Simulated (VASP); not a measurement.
Data:

```
CdS
1.0
    2.08064    -3.60377     0.00000
    2.08064     3.60377     0.00000
    0.00000     0.00000     6.75995
Cd S
2 2
Direct
  0.66667   0.33333   0.50002
  0.33333   0.66667   0.00002
  0.66667   0.33333   0.87698
  0.32293   0.67707   0.37698
```

These are r2SCAN meta-GGA, VASP's PBE PAW potentials (set 64) (plane waves; VASP 6.6.1) values and carry that method's errors. Settings: 480 eV cut-off, 6×6×4 Γ-centred mesh, Gaussian smearing of 0.050 eV, potentials Cd S.

Task: Which forces act on the atoms, in eV/Å?

Result: 
```csv
atom,Fx,Fy,Fz
Cd1,0.000,0.333,0.025
Cd2,0.000,0.003,0.005
S3,0.000,0.038,0.001
S4,0.000,-0.373,-0.030
```

Task: Give the stress tensor in GPa (positive for a compressed cell).

Result: 
```
 1.27   0.00   0.00
 0.00  -0.27   0.41
 0.00   0.41   0.44
```
The pressure is its mean diagonal, 0.48 GPa.

The compound is CdS in the wurtzite structure. This cell was strained or had an atom moved on purpose.
